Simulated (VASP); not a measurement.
Energy against volume of W (bcc). Level of theory: MS2 meta-GGA, VASP's PBE PAW potentials (set 64) (plane waves; VASP). Settings: 520 eV cut-off, 16×16×16 Γ-centred mesh, first-order Methfessel-Paxton smearing of 0.10 eV, potentials W_sv.

```json
[
 {"V (Å³/atom)": "15.270", "E (eV/atom)": "3.90528"},
 {"V (Å³/atom)": "15.743", "E (eV/atom)": "3.89165"},
 {"V (Å³/atom)": "16.215", "E (eV/atom)": "3.90689"},
 {"V (Å³/atom)": "16.687", "E (eV/atom)": "3.94637"}
]
```

Task: Fit these four points and predict the energy of the run at 14.798 Å³/atom.

Result: A cubic in V^(−2/3), the third-order Birch-Murnaghan form, passes through the four points with V0 = 15.72 Å³/atom and B0 = 328 GPa, and gives 3.9532 eV/atom there. The run gave 3.9532 eV/atom, +0.0 meV/atom from the fit; all five points give B0 = 328 GPa.

The compound is W in the bcc structure. It was relaxed first.
